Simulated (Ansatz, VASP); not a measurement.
## One calculation of SrAl5, two programs

```
Sr Al
1.0
     0.00000    3.98735    3.98735
     3.98735    0.00000    3.98735
     3.98735    3.98735    0.00000
Sr Al
1 5
Direct
  0.50000 0.50000 0.50000
  0.12366 0.12366 0.12366
  0.12366 0.12366 0.62901
  0.12366 0.62901 0.12366
  0.62901 0.12366 0.12366
  0.75000 0.75000 0.75000
```

Alike in both runs: functional PBE; k mesh 4 × 4 × 4; occupations gaussian, width 0.1 eV; no spin polarisation.

Ansatz relaxed the structure, and its values are those at the end. VASP's run is a single point on that final structure, the one shown.

|  | VASP | Ansatz |
| --- | --- | --- |
| version | VASP 6.6.1 | Ansatz 0.2.0 |
| potentials or method | VASP PAW PBE potentials, release 64 (Sr_sv, Al) | scalar-relativistic, plane waves, PAW |
| plane-wave cutoff (eV) | 520 | 420 |
| valence electrons in the cell | 25 | 25 |

|  | VASP | Ansatz | Ansatz less VASP |
| --- | --- | --- | --- |
| gap on the k mesh at the Fermi level (eV) | none | none | - |
| pressure (GPa) | 0.0 | 0.0 | -0.05 |

A gap of «none» marks a metal or a gap that the smearing closes. The functional is the same, so the differences come from potentials, cutoffs and numerics.
